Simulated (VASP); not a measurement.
A run of VASP 6.6.1 is set up as follows.

Contents of INCAR:

```
PREC = Accurate ; ENCUT = 520
EDIFF = 1E-7 ; ISMEAR = 0
SIGMA = 0.15 ; LREAL = False
LASPH = True ; NELM = 100
ALGO = Normal ; ISIF = 2
LWAVE = False ; LCHARG = False
GGA = CA ; NBANDS = 45
```

KPOINTS

```
regular mesh
0
Gamma
  6 6 3
```

File POSCAR:

```
CaGa2
1.0
    4.4432618000      0.0000000000      0.0000000000
   -2.2216309000      3.8479775900      0.0000000000
    0.0000000000      0.0000000000      7.3876643900
Ca Ga
2 4
Direct
    0.0000000000      0.0000000000      0.2500000003
    0.0000000000      0.0000000000      0.7499999997
    0.3333333310      0.6666666710      0.0425257298
    0.6666666690      0.3333333290      0.5425257305
    0.6666666690      0.3333333290      0.9574742702
    0.3333333310      0.6666666710      0.4574742695
```

Potentials or basis: VASP PAW LDA potentials, release 64 (Ca_sv, Ga_d).

The run is started by

```sh
$ cat potpaw_LDA.64/Ca_sv/POTCAR potpaw_LDA.64/Ga_d/POTCAR > POTCAR
$ mpirun -np 1 vasp_std > vasp.out
```

Task: Predict the pressure.

Result: -3.6 GPa.

Task: What does it give for the band gap on the k mesh?

Result: None (metal or under the smearing width).

Task: What does it give for the largest force?

Result: 0.020 eV/Å.

Stress tensor (GPa, compression positive):
```
-3.57  0.00  0.00
 0.00 -3.57  0.00
 0.00  0.00 -3.80
```
